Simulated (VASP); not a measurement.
Method: PBE GGA with D4 dispersion, VASP's PBE PAW potentials (set 64) (plane waves; VASP).

Input for VASP

### KPOINTS
```
K-points
0
G
  12 12 12
```

**INCAR**
```
# general
SYSTEM   =  InAs
PREC     =  Accurate
ENCUT    =  520   # plane-wave cut-off (eV)
LREAL    =  .False.
LASPH    =  .True.   # aspherical one-centre terms

# electronic loop
EDIFF    =  1E-7
NELM     =  100   # most electronic steps
ALGO     =  Normal   # blocked Davidson
LMAXMIX  =  4   # l cut-off of mixed one-centre charges

# smearing
ISMEAR   =  -5   # tetrahedra, Bloechl

# functional
GGA      =  PE   # PBE
IVDW     =  13   # D4

# ions
ISIF     =  2   # forces and stress, cell fixed

# output
LWAVE    =  .False.
LCHARG   =  .True.
LORBIT   =  11   # lm-projected
NEDOS    =  601
```

**POSCAR**
```
InAs
1
    0.0000000000     3.0556851785     3.0556851785
    3.0556851785     0.0000000000     3.0556851785
    3.0556851785     3.0556851785     0.0000000000
In As
1 1
Direct
  0.0000000000   0.0000000000   0.0000000000
  0.2500000000   0.2500000000   0.2500000000
```

POTCAR, in this order: In_d As (PBE.64 set). Program: vasp_std.

For a metal the tetrahedron method with Blöchl corrections gives inexact stress and forces. Unless said otherwise, spin-orbit coupling is left out, though it shifts the bands of the heavy elements here.

Problem. Predict the energy per atom (σ→0), dispersion energy, band gap (on the k-mesh).

Solution. 
| Item | Value |
|---|---|
| energy per atom (σ→0) | -4.188 eV/atom |
| dispersion energy | -0.670 eV |
| band gap (on the k-mesh) | none (metal, semimetal or under 0.01 eV) |

### OSZICAR
```
...
DAV:  10    -0.770609689651E+01   -0.12844E-03   -0.19051E-04  2527   0.187E-01    0.771E-02
DAV:  11    -0.770613885350E+01   -0.41957E-04   -0.16897E-04  1987   0.152E-01    0.694E-02
DAV:  12    -0.770614156463E+01   -0.27111E-05   -0.15449E-05  2022   0.341E-02    0.153E-02
DAV:  13    -0.770614180847E+01   -0.24385E-06   -0.24893E-06  2307   0.117E-02    0.849E-03
DAV:  14    -0.770614200677E+01   -0.19829E-06   -0.16960E-07  1986   0.360E-03    0.309E-03
DAV:  15    -0.770614219965E+01   -0.19288E-06   -0.32865E-08  1146   0.286E-03    0.668E-04
DAV:  16    -0.770614225349E+01   -0.53834E-07   -0.75734E-09  1046   0.104E-03
   1 F= -.83760173E+01 E0= -.83760173E+01  d E =0.000000E+00
```

The compound is InAs in the zinc blende structure. It was relaxed first.
